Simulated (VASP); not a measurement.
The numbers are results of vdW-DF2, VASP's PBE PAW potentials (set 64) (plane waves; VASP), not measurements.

VASP ran on this input.

File KPOINTS:
```
Automatic
0
Gamma
11 11 7
```

### INCAR
```
SYSTEM = Tb
PREC = Accurate
ENCUT = 520
EDIFF = 1E-7
NELM = 100
ALGO = Normal
LREAL = .FALSE.
LASPH = .TRUE.
ISMEAR = 1
SIGMA = 0.1
GGA = ML
ZAB_VDW = -1.8867
LUSE_VDW = .TRUE.
AGGAC = 0.0
LMAXMIX = 6
LWAVE = .FALSE.
LCHARG = .FALSE.
ISIF = 4
IBRION = 2
NSW = 30
EDIFFG = -0.01
```

**POSCAR**
```
Tb
1
    1.8447100426    -3.1951310313     0.0000000000
    1.8447100426     3.1951310313     0.0000000000
    0.0000000000     0.0000000000     5.7417960260
Tb
2
Direct
  0.3333330000   0.6666670000   0.2500000000
  0.6666670000   0.3333330000   0.7500000000
```

POTCAR, in this order: Tb_3 (PBE.64 set). Program: vasp_std.

The resulting files:

**OUTCAR**
```
 ion  position               nearest neighbor table
   1  0.333  0.667  0.250-   2 3.57   2 3.57   2 3.57   2 3.57   2 3.57   2 3.57
   2  0.667  0.333  0.750-   1 3.57   1 3.57   1 3.57   1 3.57   1 3.57   1 3.57
  LATTYP: Found a hexagonal cell.
 ALAT       =     3.6894196628
 C/A-ratio  =     1.5562870453
 Subroutine PRICEL returns:
 Original cell was already a primitive cell.
 Subroutine GETGRP returns: Found 24 space group operations
The static configuration has the point symmetry D_3d.
 The point group associated with its full space group is D_6h.
The dynamic configuration has the point symmetry D_3d.
 Subroutine INISYM returns: Found 24 space group operations
 Subroutine IBZKPT returns following result:
 Found     64 irreducible k-points:

 Following reciprocal coordinates:
            Coordinates               Weight
  0.000000  0.000000  0.000000      1.000000
  0.090909  0.000000  0.000000      6.000000
  0.181818  0.000000  0.000000      6.000000
  0.272727  0.000000  0.000000      6.000000
  0.363636  0.000000  0.000000      6.000000
  0.454545  0.000000  0.000000      6.000000
  0.090909  0.090909  0.000000      6.000000
...
```

File OSZICAR:
```
       N       E                     dE             d eps       ncg     rms          rms(c)
DAV:   1     0.472228238484E+02    0.47223E+02   -0.88087E+03  1664   0.122E+03
DAV:   2    -0.417209301477E+00   -0.47640E+02   -0.46622E+02  1754   0.253E+02
DAV:   3    -0.273735212377E+01   -0.23201E+01   -0.21626E+01  2295   0.310E+01
DAV:   4    -0.279743487497E+01   -0.60083E-01   -0.57906E-01  1955   0.494E+00
DAV:   5    -0.279917902836E+01   -0.17442E-02   -0.17414E-02  2493   0.691E-01    0.212E+01
DAV:   6    -0.282349310695E+01   -0.24314E-01   -0.25286E-02  1924   0.137E+00    0.128E+01
DAV:   7    -0.284535091340E+01   -0.21858E-01   -0.51049E-02  1827   0.202E+00    0.247E-01
DAV:   8    -0.284567486066E+01   -0.32395E-03   -0.25160E-03  2044   0.393E-01    0.118E-01
DAV:   9    -0.284581330619E+01   -0.13845E-03   -0.33611E-04  2014   0.144E-01    0.419E-02
DAV:  10    -0.284579572352E+01    0.17583E-04   -0.65740E-05  1994   0.597E-02    0.547E-02
DAV:  11    -0.284580555502E+01   -0.98315E-05   -0.19709E-05  1924   0.342E-02    0.294E-03
DAV:  12    -0.284580612397E+01   -0.56895E-06   -0.48328E-07  2432   0.516E-03    0.555E-03
DAV:  13    -0.284580586624E+01    0.25774E-06   -0.12902E-07  1327   0.289E-03    0.249E-04
DAV:  14    -0.284580585941E+01    0.68296E-08   -0.20381E-08  1192   0.140E-03
   1 F= -.28458059E+01 E0= -.28453395E+01  d E =-.284581E+01
       N       E                     dE             d eps       ncg     rms          rms(c)
DAV:   1    -0.284999084759E+01   -0.41850E-02   -0.15149E-01  1664   0.285E+00    0.256E-01
DAV:   2    -0.284794322569E+01    0.20476E-02   -0.26856E-03  1979   0.439E-01    0.148E-01
DAV:   3    -0.284706792883E+01    0.87530E-03   -0.12443E-03  2145   0.259E-01    0.628E-02
DAV:   4    -0.284707771767E+01   -0.97888E-05   -0.16527E-04  2059   0.935E-02    0.329E-02
DAV:   5    -0.284707923046E+01   -0.15128E-05   -0.48016E-06  2170   0.171E-02    0.616E-03
DAV:   6    -0.284707940577E+01   -0.17531E-06   -0.56410E-07  2330   0.561E-03    0.167E-03
DAV:   7    -0.284707941773E+01   -0.11959E-07   -0.65384E-08  1067   0.258E-03
   2 F= -.28470794E+01 E0= -.28469585E+01  d E =-.127356E-02
       N       E                     dE             d eps       ncg     rms          rms(c)
DAV:   1    -0.284876265066E+01   -0.16832E-02   -0.73308E-02  1664   0.198E+00    0.179E-01
DAV:   2    -0.284775875613E+01    0.10039E-02   -0.13054E-03  1979   0.307E-01    0.101E-01
DAV:   3    -0.284733341808E+01    0.42534E-03   -0.60596E-04  2130   0.181E-01    0.438E-02
DAV:   4    -0.284733847510E+01   -0.50570E-05   -0.81211E-05  2039   0.655E-02    0.228E-02
DAV:   5    -0.284733934520E+01   -0.87010E-06   -0.23644E-06  2181   0.119E-02    0.444E-03
DAV:   6    -0.284733947542E+01   -0.13022E-06   -0.28882E-07  2095   0.405E-03    0.113E-03
DAV:   7    -0.284733947433E+01    0.10873E-08   -0.31936E-08   992   0.178E-03
   3 F= -.28473395E+01 E0= -.28473693E+01  d E =-.153361E-02
```

**OUTCAR**
```
------------------------ aborting loop because EDIFF is reached ----------------------------------------
  FORCE on cell =-STRESS in cart. coord.  units (eV):
  Direction    XX          YY          ZZ          XY          YZ          ZX
  --------------------------------------------------------------------------------------
  Total       -0.0609219     -0.0609219     -0.0610886      0.0000000      0.0000000      0.0000000
  in kB       -1.4420816     -1.4420811     -1.4460263      0.0000000      0.0000000      0.0000000
  external PRESSURE =      -1.4433963 kB  Pullay stress =       0.0000000 kB
  volume of cell :       67.69
      direct lattice vectors                 reciprocal lattice vectors
     1.836350591 -3.180652044  0.000000000     0.272279162 -0.157200471 -0.000000000
     1.836350591  3.180652044 -0.000000000     0.272279162  0.157200471  0.000000000
     0.000000000 -0.000000000  5.794190712     0.000000000  0.000000000  0.172586656
 POSITION                                       TOTAL-FORCE (eV/Angst)
 -----------------------------------------------------------------------------------
      1.83635      1.06022      1.44855        -0.000000      0.000000      0.000000
      1.83635     -1.06022      4.34564         0.000000     -0.000000      0.000000
 -----------------------------------------------------------------------------------
    total drift:                               -0.000004      0.000115     -0.000012
  FREE ENERGIE OF THE ION-ELECTRON SYSTEM (eV)
  ---------------------------------------------------
  free  energy   TOTEN  =        -2.8473394743 eV

  energy  without entropy=       -2.8474290274  energy(sigma->0) =       -2.84736933

 reached required accuracy - stopping structural energy minimisation
```
(Selected blocks of OUTCAR.)

CONTCAR:
```
Tb
   1.00000000000000
     1.8363505906858000   -3.1806520441691379    0.0000000000000000
     1.8363505906858000    3.1806520441691379   -0.0000000000000000
     0.0000000000000000   -0.0000000000000000    5.7941907123973433
  Tb
     2
Direct
     0.3333330000000032    0.6666669999999968    0.2500000000000000
     0.6666669999999968    0.3333330000000032    0.7500000000000000
```

The 4f electrons are frozen in the core of the lanthanide potential, so 4f levels, which can set the real gap, and their magnetism are missing.

The compound is Tb in the hcp structure. This run relaxes it. Symmetry was kept, so distortions that lower it aren't found.
